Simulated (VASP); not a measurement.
Crystal: RuPb2.

```
CELL_PARAMETERS angstrom
6.09772 0.00000 0.00000
0.00000 6.86359 0.00000
0.00000 0.00000 3.29555
ATOMIC_POSITIONS crystal
Ru 0.00000 0.00000 0.00000
Ru 0.50000 0.50000 0.50000
Pb 0.18480 0.35960 0.00000
Pb 0.81520 0.64040 0.00000
Pb 0.68480 0.14040 0.50000
Pb 0.31520 0.85960 0.50000
```

The cell was built by a generator and needn't be a form met in nature.

Base run:

| Item | Value |
| --- | --- |
| Program | VASP 6.6.1 |
| Functional | RPBE |
| Potentials or basis | VASP PAW PBE potentials, release 64 (Ru_pv, Pb_d) |
| Cutoff | 520 eV |
| k mesh | 3 × 3 × 6 |
| Occupations | fermi-dirac, width 0.1 eV |
| Spin | no spin polarisation |

Its results: band gap on the k mesh none (metal or under the smearing width); pressure 10.0 GPa; largest force 0.810 eV/Å.

Problem. The run is repeated on the same cell with these changes: functional from RPBE to r2SCAN; further incar settings from ALGO = Fast; EDIFF = 1e-06; NBANDS = 51 to ALGO = Normal; EDIFF = 1e-06; NBANDS = 51. What comes out?

Solution. Band gap on the k mesh none (metal or under the smearing width); pressure 5.3 GPa; largest force 0.877 eV/Å.

Caveats: the PAW data sets were made with another functional, which shifts forces and pressure a little.
